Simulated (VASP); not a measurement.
MnF₂ (rutile) is relaxed at rising pressure, each step from the one before. Symmetry mostly holds the structure type, and other phases were not tried. The mesh follows the cell, and a change of mesh leaves a small step in the series.

Input:

```
MnF2
1.0
    4.84564     0.00000     0.00000
    0.00000     4.84564     0.00000
    0.00000     0.00000     3.28050
Mn F
2 4
Direct
  0.00000   0.00000   0.00000
  0.50000   0.50000   0.50000
  0.30360   0.30360   0.00000
  0.80360   0.19640   0.50000
  0.19640   0.80360   0.50000
  0.69640   0.69640   0.00000
```
Starting moments (μB, in the order of the record's atoms Mn Mn F F F F): 4.5 -4.5 0.0 0.0 0.0 0.0.

All values below come from PBEsol GGA, VASP's PBE PAW potentials (set 64) (plane waves; VASP). Numerical set-up: 620 eV cut-off, 5×5×7 Γ-centred mesh, Gaussian smearing of 0.050 eV, potentials Mn_pv F.

```
P (GPa)  V (Å³/atom)  H − H(0) (eV/atom)  space group  k-mesh
-------  -----------  ------------------  -----------  ------
0              12.84               0.000     P4_2/mnm   5×5×7
5              12.24               0.393     P4_2/mnm   5×5×7
10                 …                   …     P4_2/mnm   5×5×7
20                 …                   …     P4_2/mnm   5×5×7
30             10.49               2.157     P4_2/mnm   5×5×7
45              9.83               3.110     P4_2/mnm   5×5×7
```

### Question
Fill in the missing entries.

### Answer

- 20, V (Å³/atom): 11.06
- 20, H − H(0) (eV/atom): 1.483
- 10, V (Å³/atom): 11.78
- 10, H − H(0) (eV/atom): 0.769

Pressures at which the relaxation failed are left out.

The compound is MnF2 in the rutile structure. The spin order is the one that the start imposed; others were not tried in this run.
